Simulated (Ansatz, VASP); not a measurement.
# Two plane-wave programs on RbAl4Cl

```
Rb Al Cl
1.0
     5.78995    0.00000    0.00000
    -2.89497    5.01424    0.00000
     0.00000    0.00000    5.09982
Rb Al Cl
1 4 1
Direct
  0.33333 0.66667 0.00000
  0.00000 0.00000 0.00000
  0.33527 0.16763 0.50000
  0.83237 0.16763 0.50000
  0.83237 0.66473 0.50000
  0.66667 0.33333 0.00000
```

Change from the starting cell: species swapped into the GdCo4Si type (P-6m2, No. 187).

Alike in both runs: functional PBE; k mesh 6 × 6 × 8; occupations gaussian, width 0.1 eV; no spin polarisation.

Ansatz relaxed the structure, and its values are those at the end. VASP's run is a single point on that final structure, the one shown.

```csv
,VASP,Ansatz
version,VASP 6.6.1,Ansatz 0.2.0
potentials or method,"VASP PAW PBE potentials, release 64 (Rb_sv, Al, Cl)","scalar-relativistic, plane waves, PAW"
plane-wave cutoff (eV),520,420
valence electrons in the cell,28,28
```

```csv
,VASP,Ansatz,Ansatz less VASP
gap on the k mesh at the Fermi level (eV),none,none,-
pressure (GPa),0.0,0.0,0.00
```

A gap of «none» marks a metal or a gap that the smearing closes.
